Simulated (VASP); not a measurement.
Output of a VASP run:

**OUTCAR**
```
 ion  position               nearest neighbor table
   1  0.846  0.846  0.883-   4 2.72   3 3.54   3 3.54
   2  0.654  0.654  0.383-   3 2.72   4 3.54   4 3.54
   3  0.346  0.346  0.617-   2 2.72   1 3.54   1 3.54
   4  0.154  0.154  0.117-   1 2.72   2 3.54   2 3.54
  LATTYP: Found a base centered orthorhombic cell.
 ALAT       =     4.7900000000
 B/A-ratio  =     1.5177453027
 C/A-ratio  =     2.0438413361
 Subroutine PRICEL returns:
 Original cell was already a primitive cell.
 Subroutine GETGRP returns: Found  8 space group operations
The static configuration has the point symmetry C_2h.
 The point group associated with its full space group is D_2h.
The dynamic configuration has the point symmetry C_2h.
 Subroutine INISYM returns: Found  8 space group operations
 Subroutine IBZKPT returns following result:
 Found     26 irreducible k-points:

 Following reciprocal coordinates:
            Coordinates               Weight
  0.000000  0.000000  0.000000      1.000000
  0.166667  0.000000  0.000000      4.000000
  0.333333  0.000000  0.000000      4.000000
  0.500000 -0.000000  0.000000      2.000000
  0.166667  0.166667  0.000000      2.000000
  0.333333  0.166667  0.000000      4.000000
  0.500000  0.166667  0.000000      4.000000
 -0.333333  0.166667  0.000000      4.000000
 -0.166667  0.166667  0.000000      2.000000
  0.333333  0.333333  0.000000      2.000000
  0.500000  0.333333  0.000000      4.000000
 -0.333333  0.333333  0.000000      2.000000
  0.500000  0.500000  0.000000      1.000000
  0.000000  0.000000  0.333333      2.000000
  0.166667  0.000000  0.333333      8.000000
  0.333333  0.000000  0.333333      8.000000
  0.500000 -0.000000  0.333333      4.000000
  0.166667  0.166667  0.333333      4.000000
  0.333333  0.166667  0.333333      8.000000
  0.500000  0.166667  0.333333      8.000000
 -0.333333  0.166667  0.333333      8.000000
 -0.166667  0.166667  0.333333      4.000000
  0.333333  0.333333  0.333333      4.000000
  0.500000  0.333333  0.333333      8.000000
 -0.333333  0.333333  0.333333      4.000000
  0.500000  0.500000  0.333333      2.000000
   k-points           NKPTS =     26   k-points in BZ     NKDIM =     26   number of bands    NBANDS=     18
   number of dos      NEDOS =    301   number of ions     NIONS =      4
   total plane-waves  NPLWV =  43904
   dimension x,y,z NGX =    28 NGY =   28 NGZ =   56
   dimension x,y,z NGXF=    56 NGYF=   56 NGZF=  112
   ions per type =               4
   PREC   = accura    normal or accurate (medium, high low for compatibility)
   ISTART =      0    job   : 0-new  1-cont  2-samecut
   ICHARG =      2    charge: 1-file 2-atom 10-const
   ISPIN  =      1    spin polarized calculation?
   LNONCOLLINEAR =      F non collinear calculations
   LSORBIT =      F    spin-orbit coupling
   INIWAV =      1    electr: 0-lowe 1-rand  2-diag
   ENCUT  =  300.0 eV  22.05 Ry    4.70 a.u.   6.15  6.15 13.83*2*pi/ulx,y,z
   NELM   =    100;   NELMIN=  2; NELMDL= -5     # of ELM steps
   EDIFF  = 0.1E-05   stopping-criterion for ELM
   LREAL  =      F    real-space projection
   NLSPLINE    = F    spline interpolate recip. space projectors
   LMAXMIX     =    4 max onsite mixed and CHGCAR
   VOSKOWN=      0    Vosko Wilk Nusair interpolation
   EDIFFG = 0.1E-04   stopping-criterion for IOM
   NSW    =      0    number of steps for IOM
   NBLOCK =      1;   KBLOCK =      1    inner block; outer block
   IBRION =     -1    ionic relax: 0-MD 1-quasi-New 2-CG
   NFREE  =      0    steps in history (QN), initial steepest desc. (CG)
   ISIF   =      2    stress and relaxation
   ISYM   =      2    0-nonsym 1-usesym 2-fastsym
   TEIN   =    0.0    initial temperature
   TEBEG  =    0.0;   TEEND  =   0.0 temperature during run
   SMASS  =  -3.00    Nose mass-parameter (am)
   PSTRESS=    0.0 pullay stress
   NELECT =      28.0000    total number of electrons
   EFERMI =   0.00;   METHOD = LEGACY
...
```

**OSZICAR**
```
       N       E                     dE             d eps       ncg     rms          rms(c)
DAV:   1     0.128470377606E+03    0.12847E+03   -0.77130E+03   936   0.794E+02
DAV:   2     0.237203401449E+01   -0.12610E+03   -0.12417E+03  1380   0.156E+02
DAV:   3    -0.597926208557E+01   -0.83513E+01   -0.83393E+01  1076   0.488E+01
DAV:   4    -0.617581783352E+01   -0.19656E+00   -0.19653E+00  1378   0.899E+00
DAV:   5    -0.617674803264E+01   -0.93020E-03   -0.93014E-03  1080   0.581E-01    0.937E+00
DAV:   6    -0.600351630437E+01    0.17323E+00   -0.15926E-01   998   0.208E+00    0.631E+00
DAV:   7    -0.595451114481E+01    0.49005E-01   -0.39052E-01  1000   0.327E+00    0.585E-01
DAV:   8    -0.594550078963E+01    0.90104E-02   -0.53062E-02   988   0.126E+00    0.359E-01
DAV:   9    -0.594560658486E+01   -0.10580E-03   -0.11586E-03  1026   0.229E-01    0.102E-01
DAV:  10    -0.594568275720E+01   -0.76172E-04   -0.16603E-04  1054   0.835E-02    0.137E-02
DAV:  11    -0.594568468854E+01   -0.19313E-05   -0.84931E-06  1132   0.185E-02    0.722E-03
DAV:  12    -0.594568628615E+01   -0.15976E-05   -0.17272E-06   584   0.848E-03    0.251E-03
DAV:  13    -0.594568670093E+01   -0.41478E-06   -0.47024E-07   568   0.445E-03
   1 F= -.59456867E+01 E0= -.59456867E+01  d E =-.398592E-11
```

### OUTCAR
```
------------------------ aborting loop because EDIFF is reached ----------------------------------------
  FORCE on cell =-STRESS in cart. coord.  units (eV):
  Direction    XX          YY          ZZ          XY          YZ          ZX
  --------------------------------------------------------------------------------------
  Total        0.6604851      1.3586768      1.1905797      0.0000000      0.0000000     -0.0000000
  in kB        6.2079897     12.7703893     11.1904213      0.0000000      0.0000000     -0.0000000
  external PRESSURE =      10.0562668 kB  Pullay stress =       0.0000000 kB
  volume of cell :      170.46
      direct lattice vectors                 reciprocal lattice vectors
     2.395000000 -3.635000000  0.000000000     0.208768267 -0.137551582  0.000000000
     2.395000000  3.635000000  0.000000000     0.208768267  0.137551582  0.000000000
     0.000000000  0.000000000  9.790000000     0.000000000  0.000000000  0.102145046
 POSITION                                       TOTAL-FORCE (eV/Angst)
 -----------------------------------------------------------------------------------
      4.05234      0.00000      8.64457        -0.180064      0.000000     -0.429250
      3.13266      0.00000      3.74957         0.180064      0.000000     -0.429250
      1.65734      0.00000      6.04043        -0.180064      0.000000      0.429250
      0.73766      0.00000      1.14543         0.180064      0.000000      0.429250
 -----------------------------------------------------------------------------------
    total drift:                                0.000000     -0.000000      0.000000
  FREE ENERGIE OF THE ION-ELECTRON SYSTEM (eV)
  ---------------------------------------------------
  free  energy   TOTEN  =        -5.9456867009 eV

  energy  without entropy=       -5.9456867009  energy(sigma->0) =       -5.94568670
```
(Selected blocks of OUTCAR.)

### POSCAR
```
I
1
    2.3950000000    -3.6350000000     0.0000000000
    2.3950000000     3.6350000000     0.0000000000
    0.0000000000     0.0000000000     9.7900000000
I
4
Direct
  0.8460000000   0.8460000000   0.8830000000
  0.6540000000   0.6540000000   0.3830000000
  0.3460000000   0.3460000000   0.6170000000
  0.1540000000   0.1540000000   0.1170000000
```

Q: Write an INCAR and KPOINTS that could have produced this output.

A: Several could match; the one computed here: the input of the run itself, PBE GGA, plane waves, VASP's PBE PAW potentials (set 64).

**INCAR**
```
SYSTEM = I
PREC = Accurate
ENCUT = 300
EDIFF = 1E-6
NELM = 100
ALGO = Normal
LREAL = .FALSE.
LASPH = .TRUE.
ISMEAR = -1
SIGMA = 0.02
GGA = PE
LMAXMIX = 4
LWAVE = .FALSE.
LCHARG = .FALSE.
ISIF = 2
```

File KPOINTS:
```
Automatic mesh
0
Gamma
6 6 3
0 0 0
```

POTCAR, in this order: I (PBE.64 set). Program: vasp_std.

The structure is a typed I crystal (Cmce). The cell was not relaxed at this level. The run is one of a series of settings (KPOINTS 6×6×3 Γ-centred mesh against the base run), some of them coarse on purpose.
